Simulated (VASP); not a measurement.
Here is the system:

```
CELL_PARAMETERS angstrom
      0.00000     2.26103     2.26103
      2.26103     0.00000     2.26103
      2.26103     2.26103     0.00000
ATOMIC_POSITIONS crystal
  B  0.00000 0.00000 0.00000
  P  0.25000 0.25000 0.25000
```

Computed with SCAN meta-GGA, VASP's PBE PAW potentials (set 64) (plane waves; VASP). Run with 520 eV cut-off, 11×11×11 Γ-centred mesh, tetrahedra with Blöchl corrections, potentials B P.

**Question.** Predict the energy per atom (σ→0), band gap (over mesh and band path) with the smallest direct gap where there is one.

**Answer.** 
```
Quantity                                               Result
---------------------------------------------  --------------
band gap (over mesh and band path)                    1.54 eV
smallest direct gap (over mesh and band path)         3.81 eV
energy per atom (σ→0)                          -9.434 eV/atom
```

Total energies compare only between runs with the same potentials, cut-off and functional.

The compound is BP in the zinc blende structure. It was relaxed first.
